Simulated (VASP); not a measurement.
The system is In2O3.

```xyz
40
Lattice="-5.0884 5.0884 5.0884 5.0884 -5.0884 5.0884 5.0884 5.0884 -5.0884" Properties=species:S:1:pos:R:3 pbc="T T T"
In    5.0884    2.5442    0.3462
In    0.0000    2.5442    4.7421
In    2.5442   -2.5442    2.5442
In    2.5442    2.5442   -2.5442
In    0.3462    5.0884    2.5442
In    4.7421    0.0000    2.5442
In    0.0000    7.6325    0.3462
In    5.0884   -2.5442    4.7421
In    2.5442    0.3462    5.0884
In    0.3462    0.0000    7.6325
In   -2.5442    2.5442    2.5442
In    2.5442    2.5442    2.5442
In    4.7421    5.0884   -2.5442
In    2.5442    4.7421    0.0000
In   -2.5442    4.7421    5.0884
In    7.6325    0.3462    0.0000
O     3.9691    1.5749    3.8889
O     1.5749    3.8889    3.9691
O     3.5135    6.2878   -1.1193
O     1.1193    1.5749    6.2878
O     3.5135    1.1995    1.1193
O    -1.1193    1.5749    1.1995
O     1.1995    1.1193    3.5135
O     3.8889    6.2077    3.5135
O    -1.1995    3.9691    3.5135
O    -1.1193    3.5135    6.2878
O     6.2878   -1.1193    3.5135
O     1.1995   -1.1193    1.5749
O     6.2077    1.5749   -1.1995
O     6.2077    3.5135    3.8889
O     3.5135   -1.1995    3.9691
O     3.5135    3.8889    6.2077
O     1.5749    6.2878    1.1193
O     6.2878    1.1193    1.5749
O     3.9691    3.5135   -1.1995
O     1.5749   -1.1995    6.2077
O     1.5749    1.1995   -1.1193
O    -1.1995    6.2077    1.5749
O     3.8889    3.9691    1.5749
O     1.1193    3.5135    1.1995
```

The cell is a database's computed one.

```yaml
Program: VASP 6.6.1
Task: relaxation of cell and atoms
Functional: PBE
Potentials_or_basis: VASP PAW PBE potentials, release 64 (In_d, O)
Cutoff: 600 eV
k_mesh: 4 × 4 × 4
Occupations: gaussian, width 0.02 eV
Spin: no spin polarisation
```

At the start: pressure 5.6 GPa; volume 13.17 Å³/atom.

Q: How do energy, volume and symmetry change on relaxing?

A: Over 11 steps the energy falls by 7.8 meV/atom and the volume is 13.64 Å³/atom (+3.5 %); space group Ia-3 (No. 206, to 0.05 Å).

The path:
| step | energy change (eV) | largest force (eV/Å) | pressure (GPa) | volume (Å³) |
| --- | --- | --- | --- | --- |
| 1 | 0.0000 | 0.0609 | 5.58 | 526.98 |
| 2 | -0.0629 | 0.1417 | -4.37 | 562.74 |
| 3 | -0.3095 | 0.0545 | -0.02 | 545.39 |
| 4 | -0.3095 | 0.0526 | 0.08 | 545.02 |
| 5 | -0.3117 | 0.0272 | 0.08 | 545.20 |
| 6 | -0.3124 | 0.0243 | 0.07 | 545.35 |
| 7 | -0.3129 | 0.0093 | -0.08 | 545.87 |
| 8 | -0.3129 | 0.0092 | -0.07 | 545.88 |
| 9 | -0.3131 | 0.0052 | 0.06 | 545.59 |
| 10 | -0.3131 | 0.0055 | 0.00 | 545.63 |
| 11 | -0.3131 | 0.0049 | 0.02 | 545.61 |

Final structure:
```
CELL_PARAMETERS angstrom
-5.14764 5.14764 5.14764
5.14764 -5.14764 5.14764
5.14764 5.14764 -5.14764
ATOMIC_POSITIONS crystal
In 0.28385 0.53385 0.75000
In 0.71615 0.46615 0.25000
In 0.00000 0.50000 0.00000
In 0.00000 0.00000 0.50000
In 0.75000 0.28385 0.53385
In 0.25000 0.71615 0.46615
In 0.78385 0.03385 0.75000
In 0.21615 0.96615 0.25000
In 0.53385 0.75000 0.28385
In 0.75000 0.78385 0.03385
In 0.50000 0.00000 0.00000
In 0.50000 0.50000 0.50000
In 0.25000 0.21615 0.96615
In 0.46615 0.25000 0.71615
In 0.96615 0.25000 0.21615
In 0.03385 0.75000 0.78385
O 0.53686 0.77216 0.54429
O 0.77216 0.54429 0.53686
O 0.50743 0.23530 0.96314
O 0.77212 0.72784 0.26470
O 0.22784 0.45571 0.46314
O 0.27212 0.00743 0.04429
O 0.45571 0.46314 0.22784
O 0.95571 0.72788 0.99257
O 0.73530 0.22788 0.27216
O 0.96314 0.50743 0.23530
O 0.23530 0.96314 0.50743
O 0.04429 0.27212 0.00743
O 0.03686 0.49257 0.76470
O 0.72788 0.99257 0.95571
O 0.27216 0.73530 0.22788
O 0.99257 0.95571 0.72788
O 0.72784 0.26470 0.77212
O 0.26470 0.77212 0.72784
O 0.22788 0.27216 0.73530
O 0.49257 0.76470 0.03686
O 0.00743 0.04429 0.27212
O 0.76470 0.03686 0.49257
O 0.54429 0.53686 0.77216
O 0.46314 0.22784 0.45571
```
